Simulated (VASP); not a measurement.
Data:

```
CELL_PARAMETERS angstrom
      0.00000     2.75216     2.75216
      2.75216     0.00000     2.75216
      2.75216     2.75216     0.00000
ATOMIC_POSITIONS crystal
  Li 0.00000 0.00000 0.00000
  Br 0.50000 0.50000 0.50000
```

These are PBE GGA, VASP's PBE PAW potentials (set 64) (plane waves; VASP 6.6.1) values and carry that method's errors. Settings: 520 eV cut-off, 8×8×8 Γ-centred mesh, Gaussian smearing of 0.050 eV, potentials Li_sv Br.

Task: Predict the energy per atom (σ→0), band gap (on the k-mesh) with the smallest direct gap where there is one.

Result: 
```
Property                                     Result
-----------------------------------  --------------
band gap (on the k-mesh)                    4.94 eV
smallest direct gap (on the k-mesh)         4.94 eV
energy per atom (σ→0)                -3.322 eV/atom
```

The absolute energy has meaning only against runs of the same code, potentials and settings.

The compound is LiBr in the rock salt structure. It was relaxed first.
